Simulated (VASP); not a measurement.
# GaN: stress against strain

GaN (wurtzite, P6_3mc, 11.359 Å³/atom and stress up to 0.25 GPa in the relaxed cell, c along z) under a strain ε along c (axis z), the other axes held. PBEsol in VASP (plane waves, PAW), 600 eV, 12×12×6 Γ-centred mesh, Gaussian smearing 0.05 eV; ions are relaxed, or left where forces stay under 0.02 eV/Å, within the symmetry of each cell. Stress is positive for a compressed cell.

Here s stands for strain and y for stress zz.

| strain (%) | stress zz (GPa) |
|---|---|
| -1.50 | 5.92 |
| -1.00 | 3.94 |
| -0.50 | 1.98 |
| 0.00 | -0.01 |
| 0.50 | -1.82 |
| 1.00 | -3.70 |
| 1.50 | -5.55 |
| 3.00 | ? |

Taking a straight line for y over the 7 complete rows: Means: s 0, y 0.109. About the means, the sum of products is -26.745 and the sum of squares of s is 7.0000; the slope is their ratio. Least squares gives y = 0.109 - 3.8207·s. Residuals (row less fit): 0.080, 0.010, -0.039, -0.119, -0.019, 0.012, 0.072; standard error 0.075 (degrees of freedom: 5). The slope gives the elastic constant C33 = 382 ± 3 GPa (± standard error of the fit, which holds the terms cut off).

**Question.** Estimate the missing y (s = 3.00); what did the run itself give?

**Answer.** y = 0.109 - 3.8207 × 3.0 = -11.353 GPa. The calculation gives -10.87 GPa, 0.483 GPa above the prediction (2.9 % of the range of y in the table). The row lies outside the fitted rows, so this is an extrapolation. From the scatter of the fitted rows alone, a prediction at this place has a standard error of 0.116 GPa, so the miss is 4.2 times that.

A polynomial of degree 2 through the 12 other runs of the series gives -10.92 there, so most of the miss is curvature that the fit leaves out. Rows are the converged runs of the series near zero and its far end; series whose fitted rows scatter by over a few per cent of the range, as at a crossing or softening among them, aren't shown in this form, nor equations of state whose B0' disagrees with the runs' pressures. Most that stay on the fit to the last digits aren't either.
